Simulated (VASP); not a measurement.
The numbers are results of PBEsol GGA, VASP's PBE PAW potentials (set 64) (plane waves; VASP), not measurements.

The input files of a VASP run:

INCAR:
```
ALGO=Normal
EDIFF=1E-6
ENCUT=300
GGA=PS
ISIF=2
ISMEAR=-1
LASPH=.True.
LCHARG=.False.
LMAXMIX=4
LREAL=.False.
LWAVE=.False.
NELM=100
PREC=Accurate
SIGMA=0.05
SYSTEM=Ru
```

### KPOINTS
```
Regular mesh
0
G
14 14 8
0 0 0
```

POSCAR:
```
Ru
1
    1.3550000000    -2.3469290000     0.0000000000
    1.3550000000     2.3469290000     0.0000000000
    0.0000000000     0.0000000000     4.2800000000
Ru
2
Direct
  0.3333330000   0.6666670000   0.2500000000
  0.6666670000   0.3333330000   0.7500000000
```

POTCAR, in this order: Ru_pv (PBE.64 set). Program: vasp_std.

The resulting files:

### OUTCAR
```
 ion  position               nearest neighbor table
   1  0.333  0.667  0.250-   2 2.65   2 2.65   2 2.65   2 2.65   2 2.65   2 2.65
   2  0.667  0.333  0.750-   1 2.65   1 2.65   1 2.65   1 2.65   1 2.65   1 2.65
  LATTYP: Found a hexagonal cell.
 ALAT       =     2.7100001349
 C/A-ratio  =     1.5793357148
 Subroutine PRICEL returns:
 Original cell was already a primitive cell.
 Subroutine GETGRP returns: Found 24 space group operations
The static configuration has the point symmetry D_3d.
 The point group associated with its full space group is D_6h.
The dynamic configuration has the point symmetry D_3d.
 Subroutine INISYM returns: Found 24 space group operations
 Subroutine IBZKPT returns following result:
 Found    120 irreducible k-points:

 Following reciprocal coordinates:
            Coordinates               Weight
  0.000000  0.000000  0.000000      1.000000
  0.071429  0.000000  0.000000      6.000000
  0.142857  0.000000  0.000000      6.000000
  0.214286  0.000000  0.000000      6.000000
  0.285714  0.000000  0.000000      6.000000
  0.357143  0.000000  0.000000      6.000000
  0.428571  0.000000  0.000000      6.000000
  0.500000  0.000000  0.000000      3.000000
  0.071429  0.071429  0.000000      6.000000
  0.142857  0.071429  0.000000     12.000000
  0.214286  0.071429  0.000000     12.000000
  0.285714  0.071429  0.000000     12.000000
  0.357143  0.071429  0.000000     12.000000
  0.428571  0.071429  0.000000     12.000000
  0.142857  0.142857  0.000000      6.000000
  0.214286  0.142857  0.000000     12.000000
  0.285714  0.142857  0.000000     12.000000
  0.357143  0.142857  0.000000     12.000000
  0.428571  0.142857  0.000000      6.000000
  0.214286  0.214286  0.000000      6.000000
  0.285714  0.214286  0.000000     12.000000
  0.357143  0.214286  0.000000     12.000000
...
```

### OSZICAR
```
       N       E                     dE             d eps       ncg     rms          rms(c)
DAV:   1     0.190116776684E+03    0.19012E+03   -0.13729E+04  4578   0.117E+03
DAV:   2    -0.177854692150E+02   -0.20790E+03   -0.20312E+03  4632   0.388E+02
DAV:   3    -0.219135753666E+02   -0.41281E+01   -0.40651E+01  4490   0.592E+01
DAV:   4    -0.219558270628E+02   -0.42252E-01   -0.42208E-01  5514   0.513E+00
DAV:   5    -0.219565311037E+02   -0.70404E-03   -0.70383E-03  4736   0.498E-01    0.190E+01
DAV:   6    -0.204732364064E+02    0.14833E+01   -0.39923E+00  4358   0.206E+01    0.463E+00
DAV:   7    -0.203698999198E+02    0.10334E+00   -0.29627E-01  4442   0.500E+00    0.103E+00
DAV:   8    -0.203585745237E+02    0.11325E-01   -0.61094E-03  4436   0.928E-01    0.272E-01
DAV:   9    -0.203577760916E+02    0.79843E-03   -0.88102E-04  5388   0.341E-01    0.388E-02
DAV:  10    -0.203577958382E+02   -0.19747E-04   -0.20695E-05  4822   0.396E-02    0.104E-02
DAV:  11    -0.203577913745E+02    0.44636E-05   -0.22687E-06  3276   0.150E-02    0.219E-03
DAV:  12    -0.203577909728E+02    0.40174E-06   -0.94531E-08  2204   0.226E-03
   1 F= -.20357791E+02 E0= -.20349516E+02  d E =-.165503E-01
```

File OUTCAR:
```
------------------------ aborting loop because EDIFF is reached ----------------------------------------
  FORCE on cell =-STRESS in cart. coord.  units (eV):
  Direction    XX          YY          ZZ          XY          YZ          ZX
  --------------------------------------------------------------------------------------
  Total       -1.2734398     -1.2734400     -1.4484843      0.0000000     -0.0000000      0.0000000
  in kB      -74.9507512    -74.9507612    -85.2533334      0.0000000     -0.0000000      0.0000000
  external PRESSURE =     -78.3849486 kB  Pullay stress =       0.0000000 kB
  volume of cell :       27.22
      direct lattice vectors                 reciprocal lattice vectors
     1.355000000 -2.346929000  0.000000000     0.369003690 -0.213044366  0.000000000
     1.355000000  2.346929000  0.000000000     0.369003690  0.213044366  0.000000000
     0.000000000  0.000000000  4.280000000     0.000000000  0.000000000  0.233644860
 POSITION                                       TOTAL-FORCE (eV/Angst)
 -----------------------------------------------------------------------------------
      1.35500      0.78231      1.07000         0.000000     -0.000000      0.000000
      1.35500     -0.78231      3.21000        -0.000000      0.000000      0.000000
 -----------------------------------------------------------------------------------
    total drift:                               -0.000000      0.000509     -0.000045
  FREE ENERGIE OF THE ION-ELECTRON SYSTEM (eV)
  ---------------------------------------------------
  free  energy   TOTEN  =       -20.3577909728 eV

  energy  without entropy=      -20.3412406540  energy(sigma->0) =      -20.34951581
```
(Selected blocks of OUTCAR.)

File OUTCAR:
```
 val. band max:       12.6513178222   @ k =   0.4286   0.0714   0.2500

 cond. band min:      12.6693644738   @ k =   0.2857   0.1429   0.0000


 Fermi energy:        12.6573661827

 k-point     1 :       0.0000    0.0000    0.0000
  band No.  band energies     occupation
      1     -30.9344      2.00000
      2     -29.9951      2.00000
      3     -29.9951      2.00000
      4     -29.8232      2.00000
      5     -29.8232      2.00000
      6     -29.7857      2.00000
      7       4.5894      2.00000
      8       6.4368      2.00000
      9      10.0680      2.00000
     10      10.0680      2.00000
     11      10.2591      2.00000
     12      10.7550      2.00000
     13      10.7550      2.00000
     14      11.2618      2.00000
     15      11.2618      2.00000
     16      13.8533      0.00000
     17      13.8533      0.00000
     18      13.9119      0.00000

 k-point     2 :       0.0714    0.0000    0.0000
  band No.  band energies     occupation
      1     -30.9170      2.00000
      2     -30.0320      2.00000
      3     -30.0077      2.00000
      4     -29.8617      2.00000
      5     -29.8282      2.00000
      6     -29.7938      2.00000
      7       4.7784      2.00000
      8       6.5810      2.00000
      9       9.7308      2.00000
     10      10.2211      2.00000
     11      10.5468      2.00000
     12      10.6785      2.00000
     13      10.8959      2.00000
     14      11.0698      2.00000
     15      11.1457      2.00000
     16      12.5054      1.90867
     17      13.9259      0.00000
     18      15.5223      0.00000

 k-point     3 :       0.1429    0.0000    0.0000
  band No.  band energies     occupation
      1     -30.8665      2.00000
      2     -30.1354      2.00000
      3     -30.0419      2.00000
      4     -29.9680      2.00000
      5     -29.8430      2.00000
      6     -29.8184      2.00000
      7       5.3104      2.00000
      8       6.9474      2.00000
      9       9.2837      2.00000
...
```

At this cut-off the stress carries a Pulay error, which pulls relaxed volumes low.

The structure is a typed Ru crystal (P6_3/mmc). The cell was not relaxed at this level. The run is one of a series of settings (GGA = PS against the base run), some of them coarse on purpose.
